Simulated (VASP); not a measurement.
Calculation: optB88-vdW, VASP's PBE PAW potentials (set 64) (plane waves; VASP).

A VASP calculation is set up with these files.

### KPOINTS
```
Automatic mesh
0
G
 6 6 6
```

### POSCAR
```
KTaO3
1.0
  4.0950884179   0.0000000000   0.0000000000
  0.0000000000   4.0950884179   0.0000000000
  0.0000000000   0.0000000000   4.0950884179
K Ta O
1 1 3
Direct
  0.0000000000   0.0000000000   0.0000000000
  0.5000000000   0.5000000000   0.5000000000
  0.5000000000   0.0000000000   0.5000000000
  0.0000000000   0.5000000000   0.5000000000
  0.5000000000   0.5000000000   0.0000000000
```

### INCAR
```
LWAVE  =  .FALSE.
PARAM1  =  0.1833333333
PREC  =  Accurate
ISIF  =  2
SYSTEM  =  KTaO3
ISMEAR  =  0   # Gaussian
LASPH  =  .TRUE.   # aspherical one-centre terms
SIGMA  =  0.05   # width (eV)
AGGAC  =  0.0
LCHARG  =  .FALSE.
LUSE_VDW  =  .TRUE.
ENCUT  =  520
EDIFF  =  1E-7
NELM  =  100   # most electronic steps
LMAXMIX  =  6
LREAL  =  .FALSE.
GGA  =  BO
ALGO  =  Normal
PARAM2  =  0.22
```

POTCAR, in this order: K_sv Ta_pv O (PBE.64 set). Program: vasp_std.

Output

### OUTCAR
```
 ion  position               nearest neighbor table
   1  0.000  0.000  0.000-   2 3.55   2 3.55   2 3.55   2 3.55   2 3.55   2 3.55   2 3.55   2 3.55
  LATTYP: Found a simple cubic cell.
 ALAT       =     4.0950884179
 Subroutine PRICEL returns:
 Original cell was already a primitive cell.
 Subroutine GETGRP returns: Found 48 space group operations
The static configuration has the point symmetry O_h .
The dynamic configuration has the point symmetry O_h .
 Subroutine INISYM returns: Found 48 space group operations
 Subroutine IBZKPT returns following result:
 Found     20 irreducible k-points:

 Following reciprocal coordinates:
            Coordinates               Weight
  0.000000  0.000000  0.000000      1.000000
  0.166667  0.000000  0.000000      6.000000
  0.333333  0.000000  0.000000      6.000000
  0.500000  0.000000  0.000000      3.000000
  0.166667  0.166667  0.000000     12.000000
  0.333333  0.166667  0.000000     24.000000
  0.500000  0.166667  0.000000     12.000000
  0.333333  0.333333  0.000000     12.000000
  0.500000  0.333333  0.000000     12.000000
  0.500000  0.500000  0.000000      3.000000
  0.166667  0.166667  0.166667      8.000000
  0.333333  0.166667  0.166667     24.000000
  0.500000  0.166667  0.166667     12.000000
  0.333333  0.333333  0.166667     24.000000
  0.500000  0.333333  0.166667     24.000000
  0.500000  0.500000  0.166667      6.000000
  0.333333  0.333333  0.333333      8.000000
  0.500000  0.333333  0.333333     12.000000
  0.500000  0.500000  0.333333      6.000000
  0.500000  0.500000  0.500000      1.000000
   k-points           NKPTS =     20   k-points in BZ     NKDIM =     20   number of bands    NBANDS=     23
   number of dos      NEDOS =    301   number of ions     NIONS =      5
   total plane-waves  NPLWV =  27000
   dimension x,y,z NGX =    30 NGY =   30 NGZ =   30
   dimension x,y,z NGXF=    60 NGYF=   60 NGZF=   60
...
```

OSZICAR:
```
       N       E                     dE             d eps       ncg     rms          rms(c)
DAV:   1     0.349698373098E+03    0.34970E+03   -0.21757E+04   920   0.167E+03
DAV:   2    -0.218956191349E+02   -0.37159E+03   -0.36387E+03  1133   0.444E+02
DAV:   3    -0.409259060219E+02   -0.19030E+02   -0.18979E+02  1193   0.101E+02
DAV:   4    -0.414410627507E+02   -0.51516E+00   -0.51497E+00  1631   0.140E+01
DAV:   5    -0.414429810506E+02   -0.19183E-02   -0.19181E-02  1193   0.935E-01    0.310E+01
DAV:   6    -0.321665674445E+02    0.92764E+01   -0.51454E+01  1130   0.470E+01    0.122E+01
DAV:   7    -0.319302558522E+02    0.23631E+00   -0.31930E+00  1163   0.115E+01    0.806E+00
DAV:   8    -0.318675922598E+02    0.62664E-01   -0.54865E-01  1206   0.635E+00    0.175E+00
DAV:   9    -0.318523978712E+02    0.15194E-01   -0.43354E-02  1328   0.159E+00    0.311E-01
DAV:  10    -0.318510835574E+02    0.13143E-02   -0.13353E-02  1199   0.759E-01    0.819E-02
DAV:  11    -0.318510989152E+02   -0.15358E-04   -0.10776E-03  1191   0.228E-01    0.371E-02
DAV:  12    -0.318510988378E+02    0.77442E-07   -0.13098E-04  1210   0.935E-02    0.179E-02
DAV:  13    -0.318510996024E+02   -0.76460E-06   -0.13231E-05  1312   0.297E-02    0.415E-03
DAV:  14    -0.318510995954E+02    0.69817E-08   -0.79632E-07  1260   0.621E-03
   1 F= -.31851100E+02 E0= -.31851100E+02  d E =-.686105E-19
```

**OUTCAR**
```
------------------------ aborting loop because EDIFF is reached ----------------------------------------
  FORCE on cell =-STRESS in cart. coord.  units (eV):
  Direction    XX          YY          ZZ          XY          YZ          ZX
  --------------------------------------------------------------------------------------
  Total       -4.3050316     -4.3050316     -4.3050316      0.0000000     -0.0000000      0.0000000
  in kB     -100.4377736   -100.4377736   -100.4377736      0.0000000     -0.0000000      0.0000000
  external PRESSURE =    -100.4377736 kB  Pullay stress =       0.0000000 kB
  volume of cell :       68.67
      direct lattice vectors                 reciprocal lattice vectors
     4.095088418  0.000000000  0.000000000     0.244194972  0.000000000  0.000000000
     0.000000000  4.095088418  0.000000000     0.000000000  0.244194972  0.000000000
     0.000000000  0.000000000  4.095088418     0.000000000  0.000000000  0.244194972
 POSITION                                       TOTAL-FORCE (eV/Angst)
 -----------------------------------------------------------------------------------
      0.00000      0.00000      0.00000         0.000000      0.000000      0.000000
      2.04754      2.04754      2.04754         0.000000      0.000000      0.000000
      2.04754      0.00000      2.04754         0.000000      0.000000      0.000000
      0.00000      2.04754      2.04754         0.000000      0.000000      0.000000
      2.04754      2.04754      0.00000         0.000000      0.000000      0.000000
 -----------------------------------------------------------------------------------
    total drift:                                0.000000      0.000000     -0.000000
  FREE ENERGIE OF THE ION-ELECTRON SYSTEM (eV)
  ---------------------------------------------------
  free  energy   TOTEN  =       -31.8510995954 eV

  energy  without entropy=      -31.8510995954  energy(sigma->0) =      -31.85109960
```
(Selected blocks of OUTCAR.)

The compound is KTaO3 in the cubic perovskite structure. This cell is one point of a volume scan, at 1.06 of the reference volume.
